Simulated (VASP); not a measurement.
Input:

```
CELL_PARAMETERS angstrom
      3.53322     0.00000     0.00000
      0.00000     3.44660     0.00000
      0.00000     0.00000     3.55582
ATOMIC_POSITIONS crystal
  Si 0.00000 0.00000 0.00000
  Ni 0.00000 0.50000 0.50000
  Ni 0.50000 0.00000 0.50000
  Ni 0.50590 0.50000 0.00000
```

Calculation: PBE GGA, VASP's PBE PAW potentials (set 64) (plane waves; VASP). Numerical set-up: 400 eV cut-off, 8×8×8 Γ-centred mesh, first-order Methfessel-Paxton smearing of 0.10 eV, potentials Si Ni.

Task: Predict the energy per atom (σ→0), pressure, largest force, band gap (on the k-mesh) with the smallest direct gap where there is one.

Result: 
The band gap (on the k-mesh) comes out as none (metal, semimetal or under 0.01 eV) and the energy per atom (σ→0) is -570.9 kJ/mol of atoms. The pressure is -1.32 GPa and the largest force is 0.168 eV/Å.

The absolute energy has meaning only against runs of the same code, potentials and settings.

The compound is Ni3Si in the L1_2 structure. The cell was not relaxed at this level, atoms are displaced from their ideal sites. The run is one of a series of settings (EDIFF = 1E-8 against the base run), some of them coarse on purpose. The run is not spin-polarised, so no magnetic state was tried.
